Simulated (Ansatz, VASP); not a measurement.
## Cross-check of NbSi2P4 (NbSi2P4 monolayer) between VASP and Ansatz

Wanted: the spread between two codes on one cell, functional and k mesh. The structure shown is the start of the Ansatz relaxation below; VASP solves that cell, so the two are compared at the walk's first step.

Main program and level: Ansatz 0.2.0; plane waves, with VASP 6.6.1 beside it; single point at PBE with D3(BJ).

## 1. Starting point

The cell holds 7 atoms: 4 P, 2 Si and 1 Nb. Cell: a = 3.480 Å, b = 3.480 Å, c = 48.171 Å, α = 90.0°, β = 90.0°, γ = 120.0°. Vacuum lies along c.

## 2. Ansatz: relaxation, PBE with D3(BJ)

Ansatz runs on its default PAW (the set named soft_2) files.

The two programs are compared at the cell with which this relaxation starts, whose forces are those of its first step.

Contents of input.yaml:

```yaml
crystal:
  lattice:
    - [3.48, 0.0, 0.0]
    - [-1.74, 3.0137684052, 0.0]
    - [0.0, 0.0, 48.1708199571]
  atoms:
    - { symbol: P, position: [0.0, 0.0, 0.4110372217] }
    - { symbol: Si, position: [0.3333333333, 0.6666666667, 0.4244153983] }
    - { symbol: P, position: [0.3333333333, 0.6666666667, 0.4682178497] }
    - { symbol: Nb, position: [0.0, 0.0, 0.5], spin: 1.0 }
    - { symbol: P, position: [0.3333333333, 0.6666666667, 0.5317821503] }
    - { symbol: Si, position: [0.3333333333, 0.6666666667, 0.5755846017] }
    - { symbol: P, position: [0.0, 0.0, 0.5889627783] }
  periodic: [true, true, false]
magnetization:
  spin_polarized: true
kpoints:
  mp_grid: { grid: [12, 12, 1] }
hamiltonian:
  xc: pbe
  dispersion: d3bj
scf:
  occupations: { method: fermi_dirac, width: 0.05 }
  convergence: { dr2_threshold: 1.0e-09 }
relax:
  f_tol: 0.004
  max_steps: 90
  cell: {}
output:
  write_potential: true
  write_density: true
  volumetric_format: npy
```

Started as:

```
$ ansatz run input.yaml --threads 4 --pin off --max-ram 6144MiB --backend cpu --events-out ev --progress --plain --runs-dir out
```

Numbers of over 12 decimals in the logs are rounded to 6 here.

What it wrote:

```text
Warning: relax.cell: scf.convergence.dr2_threshold = 1e-9 eV is looser than the 2.02971883163e-10 eV advised for a relaxation that steers and ends on the stress (1e-10 eV for each atom of the cell: 7, times the square of relax.cell.stress_2d_tol = 0.05 N/m over 18.6 Å (the atoms' height at the walk's start and 5 Å past either face), 2.692e-2 GPa, over a crystal's default 0.05). What an SCF threshold leaves in a stress goes as its square root, and in the free energy as the threshold itself, and one threshold admits the most on a small cell: [figures from the program's tests cut] Set scf.convergence.dr2_threshold to 2.02971883163e-10 eV or tighter. [rest of the remark cut]
Engine: ansatz 0.2.0, x86_64-unknown-linux-gnu
Pseudopotentials: kind: paw
Pseudopotential: P, paw, valence charge 5, recommended cutoff 420 eV (normal), P.paw.azcp
Pseudopotential: Si, paw, valence charge 4, recommended cutoff 420 eV (normal), Si.paw.azcp
Pseudopotential: Nb, paw, valence charge 13, recommended cutoff 420 eV (normal), Nb.paw.azcp
Functional definition: PBE
  parameter kappa = 0.804
  parameter beta = 0.066725
  exchange = pbe_x(kappa = kappa, mu = beta*pi^2/3)
  correlation = pbe_c(beta = beta)
Crystal: 7 atoms, lattice volume = 505.211 Å³
Basis set: ecut = 420 eV, 9839 PW (Γ), exchange–correlation on 48×48×648 points (8 copies of the dense FFT grid, shifted against one another)
Bands: 28, of which v1, the nominal top of the filled ones, is band 21 counted from 1 (20 counted from 0)
Symmetry: 12 space group operations
Space group: P-6m2 (ITA 187), of the structure as read, at distance tolerance 8.0e-5 Å
Magnetic group: BNS 187.209 (UNI 1439), of the structure as read, at distance tolerance 8.0e-5 Å
k-points: 19 of 144 (time reversal used)
Non-local potential: P, projectors of the file, l = 0: 2, l = 1: 2, l = 2: 2
Non-local potential: Si, projectors of the file, l = 0: 2, l = 1: 2, l = 2: 2
Non-local potential: Nb, projectors of the file, l = 0: 3, l = 1: 2, l = 2: 2, l = 3: 1
PAW form: soft (Blöchl's): semilocal exchange-correlation on the pseudo side does not see the compensation charge
PAW one-centre angular grid: P, 110 points (default); XC on 64 Gauss nodes
PAW one-centre angular grid: Si, 110 points (default); XC on 64 Gauss nodes
PAW one-centre angular grid: Nb, 590 points (default); XC on 64 Gauss nodes
Initial density: superposition of atomic densities (neutral atoms: chi_scale 0, normalization atom)
Starting moments: Σ|m| = 1 μB on 1 of 7 sites
Initial wavefunctions: pseudopotential atomic-orbital guess
Functional: x = pbe(κ = 0.804, μ = 0.219515), c = pbe(β = 0.066725)
SCF iter   1: F=—  HF=-8851.277853 eV  |F-HF|=—  |Δ(HF+E_count)|=         —  Δρ=1.72e-2 (↑1.72e-2 ↓1.53e-2)  dr2=7.38e0  dr2_m=3.48e-2  M=0.652 μB ∫|m|=0.748 μB  β_m=0.30  ethr=3.10e-3  ⟨swp⟩=17.3  Hψ=10262  notcnv=0
Mixer restart at iter 1: flushing history
preconditioner: auto → LDOS  [metal: Δε(μ)=0.052 eV  Ē_g=8.610 eV  σ=0.050 eV  W_gap=0.26  n_scr=26 (ndim 8)  ℏωp=9.5 eV  f_vac=0.727  D(μ)=2.16/eV (n_scr^D=12)]
spin=Collinear: LDOS preconditioning applied to the charge; magnetization (m = ρ↑ − ρ↓) channel mixes plain (no charge-response kernel on spin).
SCF iter   2: F=—  HF=-8850.098690 eV  |F-HF|=—  |Δ(HF+E_count)|=    1.18e0  Δρ=1.08e-2 (↑1.08e-2 ↓9.67e-3)  dr2=2.33e0  dr2_m=1.81e-2  M=0.620 μB ∫|m|=0.710 μB  β_m=0.49  ethr=3.10e-3  ⟨swp⟩=4.5  Hψ=2817  notcnv=0  defer=66
SCF iter   3: F=—  HF=-8849.709688 eV  |F-HF|=—  |Δ(HF+E_count)|=   3.89e-1  Δρ=2.71e-3 (↑2.71e-3 ↓2.57e-3)  dr2=7.11e-2  dr2_m=4.11e-3  M=0.516 μB ∫|m|=0.593 μB  β_m=0.61  ethr=3.10e-3  ⟨swp⟩=4.1  Hψ=2529  notcnv=0  defer=66
SCF iter   4: F=—  HF=-8849.752040 eV  |F-HF|=—  |Δ(HF+E_count)|=         —  Δρ=1.68e-3 (↑1.68e-3 ↓1.46e-3)  dr2=6.30e-3  dr2_m=1.04e-2  M=0.292 μB ∫|m|=0.347 μB  β_m=0.61  ethr=1.73e-4  ⟨swp⟩=4.1  Hψ=2716  notcnv=0  defer=62
SCF iter   5: F=—  HF=-8849.754902 eV  |F-HF|=—  |Δ(HF+E_count)|=   2.86e-3  Δρ=9.63e-4 (↑9.63e-4 ↓9.33e-4)  dr2=7.34e-4  dr2_m=4.04e-3  M=0.229 μB ∫|m|=0.269 μB  β_m=0.81  ethr=1.54e-5  ⟨swp⟩=3.3  Hψ=2516  notcnv=0  defer=62
SCF iter   6: F=—  HF=-8849.758238 eV  |F-HF|=—  |Δ(HF+E_count)|=   3.34e-3  Δρ=5.29e-4 (↑5.21e-4 ↓5.29e-4)  dr2=2.58e-3  dr2_m=1.15e-3  M=0.150 μB ∫|m|=0.171 μB  β_m=0.80  ethr=1.79e-6  ⟨swp⟩=3.9  Hψ=2778  notcnv=0  defer=62
[...]
eigensolver tolerance schedule: the retry pair's looser diagonalisation over-reported the residual by 36284.87 of it (diagonalisation noise at an unbounded share of the residual, at the tolerance the schedule requests for it); recorded, not acted on — ethr = c·dr2/N_el stays at c = 1.0e-1
preconditioner: auto → LDOS  [metal: Δε(μ)=0.050 eV  Ē_g=7.990 eV  σ=0.050 eV  W_gap=0.24  n_scr=26 (ndim 8)  ℏωp=9.5 eV  f_vac=0.717  D(μ)=2.89/eV (n_scr^D=14)]
spin=Collinear: LDOS preconditioning applied to the charge; magnetization (m = ρ↑ − ρ↓) channel mixes plain (no charge-response kernel on spin).
SCF iter   2: F=—  HF=-8851.467440 eV  |F-HF|=—  |Δ(HF+E_count)|=   1.35e-4  Δρ=3.73e-7 (↑3.71e-7 ↓3.73e-7)  dr2=1.85e-9  dr2_m=1.06e-11  M=-0.000 μB ∫|m|=0.000 μB  β_m=0.30  ethr=3.95e-12  ⟨swp⟩=6.7  Hψ=4807  notcnv=0
SCF iter   3: F=—  HF=-8851.467439 eV  |F-HF|=—  |Δ(HF+E_count)|=   1.53e-6  Δρ=4.06e-7 (↑4.05e-7 ↓4.06e-7)  dr2=4.81e-10  dr2_m=1.09e-11  M=-0.000 μB ∫|m|=0.000 μB  β_m=0.65  ethr=3.95e-12  ⟨swp⟩=2.1  Hψ=1343  notcnv=0
SCF iter   4: F=-8851.467444 eV  HF=-8851.467443 eV  |F-HF|=1.34e-6  |Δ(HF+E_count)|=   4.09e-6  Δρ=1.46e-7 (↑1.44e-7 ↓1.46e-7)  dr2=8.79e-11  dr2_m=2.90e-12  M=-0.000 μB ∫|m|=0.000 μB  ethr=1.17e-12  ⟨swp⟩=13.9  Hψ=9465  notcnv=0
the starting moments were not kept: the SCF closed with an absolute magnetisation of 1.5e-5 μB, where they sum to 1 μB in size (1 site). That is at most 0.1 of that sum. Measured as dr2_m measures the in/out step, that magnetisation stands 3.3e-11 eV from none, at or under the dr2_threshold of 1.0e-9 eV: it is no larger than a step whose dr2_m would equal this threshold.
SCF 7 converged in 4 iterations: F = -8851.467444 eV  dr2 = 8.79e-11
relax step   7: F+E_penalty+E_count = -8851.46744429 eV  Δ(F+E_penalty+E_count) = -2.139e-5 eV  max|allowed force component| = 6.342e-4 eV/Å  Δτ_max = 0.0000 Å  P = -0.010 N/m  Ω = 505.831 Å³  fix = [c, alpha, beta]  reactions: c -0.000 N/m  stress off target by 9.51e-3 N/m on what of the cell is left free  SCF on the basis re-selected at this cell (its energy is not comparable with the rows above)  (4 SCF iters)
basis re-selected at this cell: Δ(F+E_penalty+E_count) = -2.139e-5 eV, ΔP = -0.002 N/m vs the last step (what re-selecting the basis moved, of the pressure what is left beyond the Pulay correction that the steps carried, after the strain that the cell walked since its last selection, with what the two solves' SCF thresholds leave and, on support functions, any second-order correction that the steps lacked; it is no m [...]
WARN: The input density's exchange-correlation potential varies sharply where the density is thin. Do not read a vacuum level from v_tot or v_xc, or from such a field of the output density. On a cell that repeats whose density bears no net charge and no dipole along the vacuum's axis use v_es (v_loc + v_h of the components); under efield.dipole_correction with no amplitude use v_es + v_field, which holds any external [...]
SCF converged after 4 iterations
Magnetization: -0.0000 μB (20.5000 up, 20.5000 down)
Absolute magnetization: 0.0000 μB (∫|ρ↑−ρ↓|, with the PAW one-centre terms)
Spin contamination: 0.0000 ħ² per cell (⟨S²⟩ above its minimum at these occupations)
Per-site moments (μB) at R_I (Å): [(-1.1203793633812934e-7, 0.928924), (-2.143960201509122e-7, 0.922296), (5.841713162260801e-8, 0.922296), (-7.275105801440181e-6, 1.032535), (5.8417131546079744e-8, 0.922296), (-2.1439602010832813e-7, 0.922296), (-1.1203793628002337e-7, 0.928924)]
Free energy (F): -8851.467444 eV
Harris-Foulkes:  -8851.467443 eV  (|F-HF|=1.34e-6)
Internal energy: -8851.444175 eV  (E = F + TS)
E sigma→0 (E₀):  -8851.455809 eV
Entropy (-TS):   -0.023270 eV (-3.324 meV/atom)
Fermi energy:    -5.482200 eV
--- Per-component energies (eV) ---
  E_band       = -681.838270
  E_kinetic    = 761.154629
  E_local      = -126010.737595  (includes V_loc(G=0)·N_el)
  E_nonlocal   = 306.394978
  E_hartree    = 62477.866343
  E_xc         = -533.922278
  E_vxc        = -552.113598  (∫ρ·V_xc dr)
  E_paw        = -6376.245458  (= ΣΔE_a)
  E_vpaw       = -142.271068  (= ΣTr[D̂ρ^β])
  E_aug_tail   = 0.000033  (compensation charges beyond the density's cutoff)
  E_ewald      = 60526.545477
  E_disp       = -2.500303  (pairwise vdW)
  E_smearing   = -0.023270  (= −TS)
  E_closure    = -0.000000  (closes the sum)
  Σ components = -8851.467444   (vs F -8851.467444, Δ=0.00e0)
--- Forces (eV/Å), atoms counted from 1 ---
  atom   1  P      0.00000000    -0.00000000    -0.00003683
  atom   2  Si     0.00000000     0.00000000    -0.00063424
  atom   3  P      0.00000000    -0.00000000     0.00057339
  atom   4  Nb     0.00000000    -0.00000000    -0.00000000
  atom   5  P     -0.00000000    -0.00000000    -0.00057339
  atom   6  Si    -0.00000000     0.00000000     0.00063424
  atom   7  P     -0.00000000    -0.00000000     0.00003683
  max |Σ_I F_I| component: 1.47e-15 eV/Å
--- 2D stress c σ (N/m, compression-positive) ---
       -0.009509       0.000000       0.000000
        0.000000      -0.009509       0.000000
        0.000000       0.000000       0.000000
  P = ½ c Tr σ = -0.0095 N/m
--- Band table (eV; the first three rows and the last of 38) ---
  k-point 0 ↑: bands = [... 17 lower, -6.3112, -5.8635, -5.8635, -5.1869, -2.5550, -2.5550, -2.3882, -2.3882, ... 3 higher]
  k-point 1 ↑: bands = [... 17 lower, -6.4872, -6.0021, -5.9327, -5.1720, -2.7406, -2.6526, -2.3389, -2.2865, ... 3 higher]
  k-point 2 ↑: bands = [... 17 lower, -6.7347, -6.3309, -6.1954, -5.3087, -3.1207, -3.0407, -2.2943, -2.0597, ... 3 higher]
  k-point 18 ↓: bands = [... 17 lower, -7.9582, -6.7825, -6.0471, -4.7343, -3.5370, -3.4899, -3.4390, -2.5097, ... 3 higher]
  the weakly bound empty levels are not read free of the cell's end (no_gap_told)
--- Relaxed structure (6 steps of the walk, 6 accepted, 1 SCFs on fresh bases) ---
  F+E_penalty+E_count = -8851.46744429 eV   max|allowed force component| = 6.342e-4 eV/Å   (the final SCF, on the basis selected at the relaxed cell)
  cell:  # Å, volume = 505.8307 Å³
    - [3.482132, 0.0, 0.0]
    - [-1.741066, 3.015615, 0.0]
    - [0.0, 0.0, 48.1708199571]
  atoms:
    - { symbol: P, position: [1.0573552618555002e-17, -5.135725556199062e-17, 0.401564] }
    - { symbol: Si, position: [0.333333, 0.666667, 0.422627] }
    - { symbol: P, position: [0.333333, 0.666667, 0.469042] }
    - { symbol: Nb, position: [1.057355261855499e-17, -5.135725556199062e-17, 0.5] }
    - { symbol: P, position: [0.333333, 0.666667, 0.530958] }
    - { symbol: Si, position: [0.333333, 0.666667, 0.577373] }
    - { symbol: P, position: [1.0573552618555002e-17, -5.135725556199062e-17, 0.598436] }
```

The column dr2 measures how far the density is from self-consistency, as an energy; F and HF (Harris–Foulkes) agree once it is small.

(Continued in part 2 of 2.)

[Lines on the potential files, build, host, timing and source positions are cut from VASP's logs without a mark.]

[Logs are printed without paths, hosts, clocks, repeated set-up lines and the standing remarks that a program may print on its own settings, such as how far it seeks lower states.]

[Hosts, paths, dates, database ids (printed as entryN), source tags and the programs' standing remarks are cut or masked in the printed files.]
